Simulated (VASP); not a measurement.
A convergence study with VASP on KBr: one setting is varied, all else stays as given below, so the limit is that of these other settings.

```
KBr
1.0
    4.64357     0.00000     0.00000
   -4.64357     4.64357     0.00000
    0.00000     0.00000    23.85049
Br K
4 4
Cartesian
 -2.32179   2.32179  10.28350
  0.00000   0.00000   7.00000
 -2.32179   2.32179  16.85049
  0.00000   0.00000  13.56699
  0.00000   0.00000  10.28350
 -2.32179   2.32179   7.00000
  0.00000   0.00000  16.85049
 -2.32179   2.32179  13.56699
```

All values below come from PBE GGA, VASP's PBE PAW potentials (set 64) (plane waves; VASP). The tightest run used: 450 eV cut-off, 7×7×1 Γ-centred mesh, Fermi-Dirac smearing of 0.010 eV, potentials Br K_sv.

Gaps are read on the run's mesh, which can miss a band edge.

```json
[
 {"setting": "ENCUT = 150", "E (eV/atom)": "-3.0385", "gap on the mesh (eV)": "4.473", "plane waves": "2183"},
 {"setting": "ENCUT = 180", "E (eV/atom)": "-3.0867", "gap on the mesh (eV)": "4.444", "plane waves": "2839"},
 {"setting": "ENCUT = 210", "E (eV/atom)": "-3.0760", "gap on the mesh (eV)": "4.417", "plane waves": "3609"}
]
```

Problem. These are the cheaper rows. Estimate the results at ENCUT = 450, and how far the last row shown lies from them.

Solution. 
| quantity | tightest run | last row shown is off by |
|---|---|---|
| E (eV/atom) | -3.0728 | -0.0033 |
| gap on the mesh (eV) | 4.410 | 0.007 |

Left out are rungs that failed or repeat a setting and relaxations that didn't move; long series are thinned to 24 rows.

The cell is a sheet or thin cut with vacuum, built from a generated structure.
